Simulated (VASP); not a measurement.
Input:

```
PdC
1.0
    3.15143     0.00000     0.00000
   -1.57571     2.72922     0.00000
    0.00000     0.00000     5.82948
Pd C
2 2
Direct
  0.33333   0.66667   0.00828
  0.66667   0.33333   0.50828
  0.33333   0.66667   0.36672
  0.66667   0.33333   0.86672
```

Calculation: PBEsol GGA, VASP's PBE PAW potentials (set 64) (plane waves; VASP 6.6.1). Numerical set-up: 520 eV cut-off, 12×12×6 Γ-centred mesh, tetrahedra with Blöchl corrections, potentials Pd C.

**Question.** Tabulate the total density of states (states/eV per cell) against energy (eV; zero at the valence-band maximum or, without a gap, the Fermi level).

**Answer.** 
| E (eV) | DOS (states/eV) |
|---|---|
| -9.99 | 0.00 |
| -9.78 | 0.00 |
| -9.68 | 0.00 |
| -9.48 | 0.00 |
| -9.28 | 0.00 |
| -9.17 | 0.00 |
| -8.97 | 0.00 |
| -8.77 | 0.00 |
| -8.67 | 0.00 |
| -8.46 | 0.00 |
| -8.26 | 0.00 |
| -8.16 | 0.00 |
| -7.96 | 0.00 |
| -7.75 | 0.00 |
| -7.65 | 0.00 |
| -7.45 | 0.00 |
| -7.24 | 0.00 |
| -7.14 | 0.16 |
| -6.94 | 11.4 |
| -6.74 | 4.21 |
| -6.63 | 5.79 |
| -6.43 | 2.47 |
| -6.23 | 3.88 |
| -6.13 | 6.10 |
| -5.92 | 7.07 |
| -5.72 | 5.75 |
| -5.62 | 6.78 |
| -5.42 | 4.29 |
| -5.21 | 4.72 |
| -5.11 | 3.65 |
| -4.91 | 3.01 |
| -4.70 | 0.56 |
| -4.60 | 1.72 |
| -4.40 | 2.95 |
| -4.20 | 3.26 |
| -4.09 | 4.43 |
| -3.89 | 6.18 |
| -3.69 | 5.29 |
| -3.59 | 5.71 |
| -3.38 | 4.21 |
| -3.18 | 3.04 |
| -2.98 | 3.23 |
| -2.88 | 2.41 |
| -2.67 | 2.56 |
| -2.47 | 1.43 |
| -2.37 | 0.64 |
| -2.16 | 0.73 |
| -1.96 | 2.47 |
| -1.86 | 2.79 |
| -1.66 | 1.88 |
| -1.45 | 1.61 |
| -1.35 | 1.60 |
| -1.15 | 1.84 |
| -0.94 | 1.40 |
| -0.84 | 1.51 |
| -0.64 | 1.89 |
| -0.44 | 1.36 |
| -0.33 | 1.33 |
| -0.13 | 1.40 |
| 0.07 | 1.67 |
| 0.17 | 2.17 |
| 0.38 | 2.52 |
| 0.58 | 2.11 |
| 0.68 | 2.05 |
| 0.89 | 1.95 |
| 1.09 | 2.28 |
| 1.19 | 2.56 |
| 1.39 | 2.81 |
| 1.60 | 2.64 |
| 1.70 | 2.65 |
| 1.90 | 2.53 |
| 2.10 | 2.36 |
| 2.21 | 2.34 |
| 2.41 | 2.29 |
| 2.61 | 2.18 |
| 2.71 | 2.11 |
| 2.92 | 1.97 |
| 3.12 | 1.43 |
| 3.22 | 1.31 |
| 3.42 | 1.11 |
Within 2 eV below the Fermi level the largest weight inside VASP's projection spheres is Pd d, then C p.

The structure was generated: PdC was put into the wurtzite type (P6_3mc), which need not be its known phase. It was relaxed first, which changed the volume by -18 %.
